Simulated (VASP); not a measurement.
Level of theory: PBE GGA, VASP's PBE PAW potentials (set 64) (plane waves; VASP).

A VASP calculation is set up with these files.

**INCAR**
```
# general
SYSTEM  = ZrB2
PREC    = Accurate
ENCUT   = 520
LREAL   = .False.
LASPH   = .True.

# electronic loop
EDIFF   = 1E-6
NELM    = 100
ALGO    = Normal
LMAXMIX = 4

# smearing
ISMEAR  = 2
SIGMA   = 0.2

# functional
GGA     = PE

# ions
ISIF    = 2

# output
LWAVE   = .False.
LCHARG  = .False.
```

**POSCAR**
```
ZrB2
1
    1.5817500000    -2.7672120000     0.0000000000
    1.5817500000     2.7672120000     0.0000000000
    0.0000000000     0.0000000000     3.5391650000
Zr B
1 2
Direct
  0.0000000000   0.0000000000   0.0000000000
  0.3333330000   0.6666670000   0.5000000000
  0.6956190000   0.3622850000   0.5000000000
```

KPOINTS:
```
Automatic mesh
0
Gamma
10 10 8
0 0 0
```

POTCAR, in this order: Zr_sv B (PBE.64 set). Program: vasp_std.

**Question.** What will the output report for the number of irreducible k-points (NKPTS), number of bands (NBANDS), largest plane-wave count, number of space-group operations, FFT grid (NGX, NGY, NGZ)?

**Answer.** 
```
Property                                      Result
--------------------------------------  ------------
number of irreducible k-points (NKPTS)           260
number of bands (NBANDS)                          13
largest plane-wave count                         852
number of space-group operations                   2
FFT grid (NGX, NGY, NGZ)                24 × 24 × 28
```

The compound is ZrB2 in the AlB2 type structure. The cell was not relaxed at this level, atoms are displaced from their ideal sites. The run is one of a series of settings (ISMEAR = 2, SIGMA = 0.2 against the base run), some of them coarse on purpose.
